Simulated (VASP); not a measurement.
```
AlTi
1.0
    2.82931     0.00000     0.00000
    0.00000     2.78428     0.00000
    0.00000     0.00000     3.96764
Ti Al
1 1
Cartesian
  0.00000   0.00000   0.00000
  1.48324   1.39214   1.98382
```

Computed with revPBE GGA, VASP's PBE PAW potentials (set 64) (plane waves; VASP). Settings: 400 eV cut-off, 12×12×8 Γ-centred mesh, first-order Methfessel-Paxton smearing of 0.10 eV, potentials Ti_sv Al.

**Question.** Which forces act on the atoms, in eV/Å?

**Answer.** 
| atom | Fx | Fy | Fz |
|---|---|---|---|
| Ti1 | 0.357 | 0.000 | 0.000 |
| Al2 | -0.357 | 0.000 | 0.000 |

**Question.** Give the stress tensor in GPa (positive for a compressed cell).

**Answer.** 
```
4.53  0.00  0.00
0.00  7.23  0.00
0.00  0.00  7.48
```
The pressure is its mean diagonal, 6.41 GPa.

The compound is TiAl in the L1_0 structure. The cell was not relaxed at this level, atoms are displaced from their ideal sites. The run is one of a series of settings (GGA = RE against the base run), some of them coarse on purpose. The electron count is odd and the run is not spin-polarised, which forces a metal.
